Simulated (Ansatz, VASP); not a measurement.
# RbLiPdC2: VASP beside Ansatz

One calculation is typed for both programs; each brings its own data sets. How far apart do they land? The cell is generated by rule, not measured, and may not be a known phase. The cell is taken from a series of runs on this material, whose earlier steps may have relaxed, scaled, displaced or heated it; both programs get it as it stands.

Program: Ansatz 0.2.0. Level of theory: plane waves, with VASP 6.6.1 beside it; relaxation of cell and atoms at PBEsol. Results are calculated unless marked as measured.

The structure was built from a prototype and need not be the compound's stable phase.

### 1. Starting point

It takes space group P3m1 (No. 156, trigonal). Conventional cell: a = 4.901 Å, b = 4.901 Å, c = 5.199 Å, α = 90.00°, β = 90.00°, γ = 120.00°. Nearest to Rb lie 6 C at 2.83 to 3.14 Å. Nearest to Li lie 3 Pd at 2.95 Å. Pd has 2 C at 1.95 to 1.98 Å and 3 Li at 2.95 Å nearest. Nearest to C lie 1 C at 1.27 Å and 1 Pd at 1.98 Å and 3 Rb at 2.83 Å. Nearest to C lie 1 C at 1.27 Å and 1 Pd at 1.95 Å and 3 Li at 3.05 Å and 3 Rb at 3.14 Å. Farther neighbours are not listed.

### 2. VASP: relaxation of cell and atoms, PBEsol

The relaxed volume is the usual yardstick between codes: in a stiff, nearly cubic crystal its relative difference is about their pressure difference at one cell divided by the bulk modulus.

Lines of VASP's logs that name or quote its potential files are left out, and so is its time.

The input, INCAR:

```
SYSTEM = RbLiPdC2
PREC = Accurate
ENCUT = 750
EDIFF = 1E-07
NELM = 120
ISMEAR = 0
SIGMA = 0.01
LREAL = .FALSE.
ALGO = Normal
GGA = PS
NBANDS = 21
LASPH = .TRUE.
LORBIT = 11
LWAVE = .FALSE.
LCHARG = .FALSE.
ISIF = 3
IBRION = 2
NSW = 80
EDIFFG = -0.005
GGA_COMPAT = .FALSE.
NELMIN = 4
EFERMI = MIDGAP
KPAR = 2
```

The input, POSCAR:

```
RbLiPdC2
1.0
    4.9011810000     -0.0000030000      0.0000000000
   -2.4505880000      4.2445480000      0.0000000000
    0.0000000000      0.0000000000      5.1990460000
Rb Li Pd C
1 1 1 2
Direct
    0.3333334406      0.6666667452      0.3222066125
    0.6666665594      0.3333332548      0.7999236783
    0.0000000000      0.0000000000      0.9570715474
    0.0000000000      0.0000000000      0.3384921003
    0.0000000000      0.0000000000      0.5823058692
```

The input, KPOINTS:

```
Automatic mesh
0
Gamma
6 6 6
0 0 0
```

Potentials, in the order of the species: Rb_sv, Li_sv, Pd and C (PBE family, release 64).

Command:

```sh
$ mpirun -np 2 vasp_std
```

Numbers of over 12 decimals in the logs are rounded to 6 here.

Log:

```text
[banner, memory and clock lines left out]
running    2 mpi-ranks, on    1 nodes
 distrk:  each k-point on    1 cores,    2 groups
 distr:  one band on    1 cores,    1 groups

 POSCAR found type information on POSCAR RbLiPdC
 POSCAR found :  4 types and       5 ions
|                                                                             |
|               ----> ADVICE to this user running VASP <----                  |
|                                                                             |
|     You enforced a specific xc type in the INCAR file but a different       |
|     [... a line on the potential file left out ...]
|     I HOPE YOU KNOW WHAT YOU ARE DOING!                                     |
|                                                                             |

 LDA part: xc-table for (Slater+PW92), standard interpolation
 POSCAR, INCAR and KPOINTS ok, starting setup
 FFT: planning ... GRIDC
 FFT: planning ... GRID_SOFT
 FFT: planning ... GRID
 WAVECAR not read
 entering main loop
       N       E                     dE             d eps       ncg     rms          rms(c)
DAV:   1     0.209021861674E+03    0.20902E+03   -0.16242E+04  1428   0.171E+03
DAV:   2    -0.108644614454E+02   -0.21989E+03   -0.20767E+03  1730   0.319E+02
DAV:   3    -0.302636851157E+02   -0.19399E+02   -0.19196E+02  2252   0.857E+01
DAV:   4    -0.313426847477E+02   -0.10790E+01   -0.10715E+01  2329   0.176E+01
DAV:   5    -0.314142261666E+02   -0.71541E-01   -0.71538E-01  1933   0.282E+00    0.143E+01
DAV:   6    -0.277362191719E+02    0.36780E+01   -0.13317E+01  1761   0.245E+01    0.656E+00
DAV:   7    -0.273495113134E+02    0.38671E+00   -0.38315E+00  1823   0.143E+01    0.459E+00
DAV:   8    -0.272960116700E+02    0.53500E-01   -0.32447E-01  2153   0.421E+00    0.211E+00
DAV:   9    -0.272865057572E+02    0.95059E-02   -0.53027E-02  1692   0.159E+00    0.315E-01
DAV:  10    -0.272878322049E+02   -0.13264E-02   -0.37474E-03  2019   0.429E-01    0.154E-01
DAV:  11    -0.272887902232E+02   -0.95802E-03   -0.11567E-03  1570   0.204E-01    0.604E-02
DAV:  12    -0.272889570189E+02   -0.16680E-03   -0.17966E-04  1899   0.715E-02    0.163E-02
DAV:  13    -0.272889813481E+02   -0.24329E-04   -0.29622E-05  1643   0.320E-02    0.834E-03
DAV:  14    -0.272889848129E+02   -0.34648E-05   -0.56798E-06  1771   0.137E-02    0.282E-03
DAV:  15    -0.272889853251E+02   -0.51212E-06   -0.16880E-06  1721   0.877E-03    0.169E-03
DAV:  16    -0.272889853584E+02   -0.33342E-07   -0.24009E-07  1589   0.376E-03
   1 F= -.27288985E+02 E0= -.27288985E+02  d E =-.272890E+02
[...]
2 F= -.27285207E+02 E0= -.27285207E+02  d E =0.377788E-02
[...]
3 F= -.27289091E+02 E0= -.27289091E+02  d E =-.106036E-03
[...]
4 F= -.27289109E+02 E0= -.27289109E+02  d E =-.175900E-04
[...]
5 F= -.27289124E+02 E0= -.27289124E+02  d E =-.326201E-04
 curvature:  -0.28 expect dE=-0.446E-05 dE for cont linesearch -0.309E-06
 ZBRENT: interpolating
 opt :   0.5385  next Energy=   -27.289124 (dE=-0.329E-04)
 bond charge predicted
       N       E                     dE             d eps       ncg     rms          rms(c)
DAV:   1    -0.272891246896E+02   -0.62747E-06   -0.34546E-05  1603   0.489E-02    0.720E-03
DAV:   2    -0.272891239207E+02    0.76890E-06   -0.52836E-06  1568   0.202E-02    0.366E-03
DAV:   3    -0.272891237971E+02    0.12359E-06   -0.80226E-07  1644   0.860E-03    0.192E-03
DAV:   4    -0.272891238090E+02   -0.11945E-07   -0.24226E-07  1212   0.292E-03
   6 F= -.27289124E+02 E0= -.27289124E+02  d E =-.324151E-04
 curvature:  -0.27 expect dE=-0.350E-05 dE for cont linesearch -0.440E-06
 trial: gam= 0.00000 g(F)=  0.966E-06 g(S)=  0.119E-04 ort =-0.150E-04 (trialstep = 0.770E+00)
 search vector abs. value=  0.129E-04
 reached required accuracy - stopping structural energy minimisation
```

Parts of OUTCAR (step 2):

```text
ion  position               nearest neighbor table
   1  0.333  0.667  0.322-   4 2.83   4 2.83   4 2.83   5 3.14   5 3.14   5 3.14   3 3.41   3 3.41
                             3 3.41   2 3.77   2 3.77   2 3.77   2 3.92   2 3.92   2 3.92   3 4.35
   2  0.667  0.333  0.800-   3 2.95   3 2.95   3 2.95   1 3.77   1 3.77   1 3.77   1 3.92   1 3.92
                             1 3.92
   3  0.000  0.000  0.957-   5 1.95   4 1.98   2 2.95   2 2.95   2 2.95   1 3.41   1 3.41   1 3.41
                             1 4.35   1 4.35   1 4.35
   4  0.000  0.000  0.338-   5 1.27   3 1.98   1 2.83   1 2.83   1 2.83
   5  0.000  0.000  0.582-   4 1.27   3 1.95   1 3.14   1 3.14   1 3.14

  LATTYP: Found a hexagonal cell.
 ALAT       =     4.9011810000
 C/A-ratio  =     1.0607741277

 Subroutine GETGRP returns: Found  6 space group operations
 (whereof  6 operations were pure point group operations)

The static configuration has the point symmetry C_3v.

 Found     34 irreducible k-points:

   k-points           NKPTS =     34   k-points in BZ     NKDIM =     34   number of bands    NBANDS=     21

   dimension x,y,z NGX =    48 NGY =   48 NGZ =   48
   dimension x,y,z NGXF=    96 NGYF=   96 NGZF=   96

   ENCUT  =  750.0 eV  55.12 Ry    7.42 a.u.  10.94 10.94 11.61*2*pi/ulx,y,z

   NELECT =      30.0000    total number of electrons

 k-points in reciprocal lattice and weights: Automatic mesh
   0.00000000  0.00000000  0.00000000       0.005
   0.16666667 -0.00000000  0.00000000       0.028
   0.33333333 -0.00000000  0.00000000       0.028
   0.50000000 -0.00000000  0.00000000       0.014
   0.16666667  0.16666667  0.00000000       0.028
   0.33333333  0.16666667  0.00000000       0.056
   0.33333333  0.33333333  0.00000000       0.009
   0.00000000  0.00000000  0.16666667       0.009
   0.16666667 -0.00000000  0.16666667       0.028
[...]
0.33333333  0.16666667  0.50000000       0.056
   0.33333333  0.33333333  0.50000000       0.009

 average (electrostatic) potential at core
       1 -36.6532       2 -64.3917       3 -78.2812       4 -52.3275       5 -52.3842

 E-fermi :   1.6346

 k-point     1 :       0.0000    0.0000    0.0000
  band No.  band energies     occupation
    ...
     11      -1.0081      2.00000
     12      -1.0081      2.00000
     13      -0.8062      2.00000
     14      -0.2764      2.00000
     15      -0.2764      2.00000
     16       5.3709      0.00000
     17       6.3201      0.00000
     18       6.6600      0.00000
     19       6.6600      0.00000
     20       6.9199      0.00000
    ...

 k-point     2 :       0.1667   -0.0000    0.0000
  band No.  band energies     occupation
    ...
     11      -1.0333      2.00000
     12      -0.9701      2.00000
     13      -0.4840      2.00000
     14      -0.2689      2.00000
     15      -0.2409      2.00000
     16       4.9832      0.00000
     17       5.8197      0.00000
     18       6.1509      0.00000
     19       6.3409      0.00000
     20       6.9632      0.00000
    ...

 k-point     3 :       0.3333   -0.0000    0.0000
  band No.  band energies     occupation
    ...
     11      -1.0564      2.00000
     12      -0.8476      2.00000
     13      -0.3909      2.00000
     14      -0.1663      2.00000
     15       0.1276      2.00000
     16       3.7664      0.00000
     17       5.4781      0.00000
     18       5.8179      0.00000
     19       5.8359      0.00000
     20       6.8126      0.00000
    ...

  Total        0.0234270      0.0234270      0.0116156     -0.0000000      0.0000000     -0.0000000
  in kB        0.3472416      0.3472414      0.1721704     -0.0000000      0.0000000     -0.0000000
  external PRESSURE =       0.2888845 kB  Pullay stress =       0.0000000 kB

  energy-cutoff  :      750.00
  volume of cell :      108.09
      direct lattice vectors                 reciprocal lattice vectors
     4.901196664 -0.000003000  0.000000000     0.204031877  0.117797718 -0.000000000
    -2.450595832  4.244561565 -0.000000000     0.000000144  0.235595676 -0.000000000
     0.000000000  0.000000000  5.195890611    -0.000000000 -0.000000000  0.192459787

 POSITION                                       TOTAL-FORCE (eV/Angst)
 -----------------------------------------------------------------------------------
      0.00000      2.82971      1.67413        -0.000000      0.000000      0.000505
      2.45060      1.41485      4.15633         0.000000      0.000000      0.000299
      2.45060      4.24456      4.97297         0.000000     -0.000000      0.002945
      0.00000      0.00000      1.75760         0.000000     -0.000000     -0.000463
      0.00000      0.00000      3.02665         0.000000     -0.000000     -0.003286
 -----------------------------------------------------------------------------------
    total drift:                               -0.000061     -0.000067     -0.000322

  FREE ENERGIE OF THE ION-ELECTRON SYSTEM (eV)
  ---------------------------------------------------
  free  energy   TOTEN  =       -27.2891238090 eV

  energy  without entropy=      -27.2891238090  energy(sigma->0) =      -27.28912381

 reached required accuracy - stopping structural energy minimisation

 total charge
# of ion       s       p       d       tot
------------------------------------------
    1        1.950   5.343   0.047   7.340
    2        2.006   0.025   0.000   2.031
    3        0.614   0.511   8.597   9.721
    4        0.915   1.599   0.000   2.515
    5        0.903   1.601   0.000   2.504
--------------------------------------------------
tot          6.388   9.079   8.644  24.111

[... 3 further parts left out ...]
```

CONTCAR:

```
RbLiPdC2
   1.00000000000000
     4.9011966638126028   -0.0000030000099495    0.0000000000000000
    -2.4505958318986250    4.2445615652573769   -0.0000000000000000
     0.0000000000000000    0.0000000000000000    5.1958906109480480
  Rb              Li              Pd              C
     1     1     1     2
Direct
     0.3333334406000006    0.6666667451999970    0.3222017469279853
     0.6666665593999994    0.3333332548000030    0.7999261561368635
     1.0000000000000000    1.0000000000000000    0.9570966510820980
     0.0000000000000000    0.0000000000000000    0.3382673264986553
     0.0000000000000000    0.0000000000000000    0.5825079270543913
```

(Part 1 of 2 ends here.)

[Lines on the potential files, build, host, timing and source positions are cut from VASP's logs without a mark.]

[Logs are printed without paths, hosts, clocks, repeated set-up lines and the standing remarks that a program may print on its own settings, such as how far it seeks lower states.]

[Hosts, paths, dates, database ids (printed as entryN), source tags and the programs' standing remarks are cut or masked in the printed files.]
